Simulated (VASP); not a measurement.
# MgAlF5 (P1) in VASP: further runs, part 2 of 2

VASP 6.6.1. The steps go on from the part before.

## 4. Single point, PBE

File INCAR:

```
SYSTEM = MgAlF5
ALGO = Fast ; EDIFF = 1E-6
ENCUT = 520 ; GGA = PE
ISIF = 2 ; ISMEAR = 1
LASPH = .True. ; LCHARG = .True.
LELF = .True. ; LREAL = .False.
LVHAR = .True. ; LWAVE = .False.
NBANDS = 53 ; NELM = 100
PREC = Accurate ; SIGMA = 0.15
```

File KPOINTS:

```
k-points
0
Gamma
  3 3 3
  0 0 0
```

File POSCAR:

```
MgAlF5
1.0
    0.1237290000      0.1248660000      7.2964710000
    3.6045350000     -3.1148320000      1.8336230000
    3.6724740000      3.2579090000      1.9415190000
Mg Al F
2 2 10
Direct
    0.9995338935      0.0002283443     -0.0157535232
    0.4781908900      1.0311110584      0.9983575160
    0.2625802644      0.5029576302      0.5056906666
    0.7448612312      0.5077153943      0.5226052399
    0.1278022593      0.7597028256      0.7364182102
    0.6071079250      0.7478550236      0.7849840560
    0.3829300126      0.2486380001      0.2762568445
    0.8802519551      0.2253558432      0.2639229798
    1.0019266898      0.4919721678      0.4925877528
    0.5039652090      0.5096790629      0.5350893887
    0.2697351950      0.8084499857      0.2116520538
    0.7641109666      0.7935906781      0.2178615667
    0.2345171996      0.2046269686      0.7898374096
    0.7621045646      0.2025915331      0.7888718321
```

Potentials or basis: VASP PAW PBE potentials, release 64 (Mg, Al, F).

Run with:

```sh
$ cat potpaw_PBE.64/Mg/POTCAR potpaw_PBE.64/Al/POTCAR potpaw_PBE.64/F/POTCAR > POTCAR
$ mpirun -np 1 vasp_std > vasp.out
```

OUTCAR:

```text
SYSTEM = MgAlF5
   EDIFF = 1E-6
   ENCUT = 520
   GGA = PE
   ISIF = 2
   ISMEAR = 1
   LASPH = .True.
   LREAL = .False.
   NELM = 100
   PREC = Accurate

 ion  position               nearest neighbor table
   1  1.000  0.000  0.984-   5 1.76   8 1.84  13 2.11  12 2.14  14 2.17  11 2.48   2 3.58
   2  0.478  0.031  0.998-   6 1.80   7 1.82  11 2.04  13 2.25  14 2.31  12 2.56   1 3.58
   3  0.263  0.503  0.506-   7 1.75   5 1.76  10 1.84  13 1.86  11 1.91   9 1.95
   4  0.745  0.508  0.523-  10 1.73   9 1.79   6 1.82  14 1.83  12 1.88   8 1.95
   5  0.128  0.760  0.736-   3 1.76   1 1.76
   6  0.607  0.748  0.785-   2 1.80   4 1.82
[... 1005 lines left out ...]
      direct lattice vectors                 reciprocal lattice vectors
     0.123729000  0.124866000  7.296471000    -0.071713525 -0.001576935  0.138295616
     3.604535000 -3.114832000  1.833623000     0.140362214 -0.158420336  0.000330905
     3.672474000  3.257909000  1.941519000     0.136946519  0.155542765 -0.004984089

 POSITION                                       TOTAL-FORCE (eV/Angst)
 -----------------------------------------------------------------------------------
      3.73911      3.33068      9.20442         1.647064      0.089770     -0.472167
      3.83775      3.21536      5.48448        -0.008733      0.064057      0.025594
      3.70255      0.11365      3.81995         0.213286     -0.638217     -1.165790
      3.84149      0.21416      7.38046        -1.219057     -0.687346      1.533704
      5.45867      0.04880      3.75528        -1.582317      0.304657     -0.032017
      5.65362      0.30377      7.32509        -1.474448     -0.216185      0.487250
      1.95815      0.17337      3.78630         0.304225     -0.344545      0.397264
      1.89047      0.26781      7.34836         1.555395     -0.249128     -0.092595
      3.58259      0.07264      1.87252         0.436684     -0.158707      1.057803
      3.86461      0.21864      5.65061        -0.414765      0.194648     -1.609133
      3.72475     -1.79496      3.86143        -0.192890      0.853823     -0.146643
      3.75516     -1.66672      7.45344        -0.005434      0.481322     -0.224795
      3.66726      1.96512      3.61984         0.406265     -0.114685      0.708561
      3.72165      2.03419      7.46376         0.334724      0.420535     -0.467037
 -----------------------------------------------------------------------------------
    total drift:                                0.000485     -0.000103      0.000155

  FREE ENERGIE OF THE ION-ELECTRON SYSTEM (eV)
  ---------------------------------------------------
  free  energy   TOTEN  =       -76.7458257796 eV

  energy  without entropy=      -76.7541570822  energy(sigma->0) =      -76.74860288
```

OSZICAR:

```text
N       E                     dE             d eps       ncg     rms          rms(c)
DAV:   1     0.513206634445E+03    0.51321E+03   -0.45100E+04  1564   0.143E+03
DAV:   2    -0.554348024562E+02   -0.56864E+03   -0.55830E+03  1796   0.341E+02
DAV:   3    -0.832441761521E+02   -0.27809E+02   -0.27722E+02  1760   0.771E+01
DAV:   4    -0.834792776886E+02   -0.23510E+00   -0.23496E+00  1744   0.812E+00
DAV:   5    -0.834814892242E+02   -0.22115E-02   -0.22114E-02  1731   0.789E-01    0.162E+01
RMM:   6    -0.766138827263E+02    0.68676E+01   -0.23807E+01  1575   0.216E+01    0.482E+00
RMM:   7    -0.767202719438E+02   -0.10639E+00   -0.18727E+00  1778   0.547E+00    0.339E+00
RMM:   8    -0.767523579394E+02   -0.32086E-01   -0.30111E-01  1671   0.345E+00    0.728E-01
RMM:   9    -0.767440441582E+02    0.83138E-02   -0.34841E-02  1812   0.874E-01    0.351E-01
RMM:  10    -0.767452007524E+02   -0.11566E-02   -0.23139E-02  1841   0.650E-01    0.156E-01
RMM:  11    -0.767458799009E+02   -0.67915E-03   -0.27019E-03  1759   0.261E-01    0.671E-02
RMM:  12    -0.767458188008E+02    0.61100E-04   -0.64437E-04  1836   0.105E-01    0.163E-02
RMM:  13    -0.767458327207E+02   -0.13920E-04   -0.11808E-04  1840   0.441E-02    0.201E-02
RMM:  14    -0.767458250518E+02    0.76689E-05   -0.40666E-05  1837   0.296E-02    0.308E-03
RMM:  15    -0.767458257796E+02   -0.72778E-06   -0.44720E-06  1612   0.101E-02
   1 F= -.76745826E+02 E0= -.76748603E+02  d E =0.833130E-02
```

stdout:

```text
POSCAR found type information on POSCAR MgAlF
 POSCAR found :  3 types and      14 ions
 scaLAPACK will be used
 LDA part: xc-table for (Slater+PW92), standard interpolation
 POSCAR, INCAR and KPOINTS ok, starting setup
 FFT: planning ... GRIDC
 FFT: planning ... GRID_SOFT
 FFT: planning ... GRID
 WAVECAR not read
 entering main loop
```

It took 1.7 min on 1 thread of Intel Xeon Platinum 8488C (Sapphire Rapids), shared host; peak memory 0.33 GiB.

Results:

```yaml
Free_energy: -76.7458 eV
Pressure: 0.8 GPa
Largest_force: 2.076 eV/Å
Band_gap_on_the_k_mesh: 6.17 eV, direct
```

Forces on the atoms (eV/Å):
```
Mg   1.647  0.090 -0.472
Mg  -0.009  0.064  0.026
Al   0.213 -0.638 -1.166
Al  -1.219 -0.687  1.534
F   -1.582  0.305 -0.032
F   -1.474 -0.216  0.487
F    0.304 -0.345  0.397
F    1.555 -0.249 -0.093
F    0.437 -0.159  1.058
F   -0.415  0.195 -1.609
F   -0.193  0.854 -0.147
F   -0.005  0.481 -0.225
F    0.406 -0.115  0.709
F    0.335  0.421 -0.467
```

Stress tensor (GPa, compression positive):
```
 8.46  0.41 -0.87
 0.41 -3.60  0.41
-0.87  0.41 -2.59
```

Caveat: the k mesh is coarse (spacing up to 0.44 Å⁻¹), so the values aren't converged; forces of over 1 eV/Å show positions far from the minimum, so gaps and moduli don't describe the material at rest.
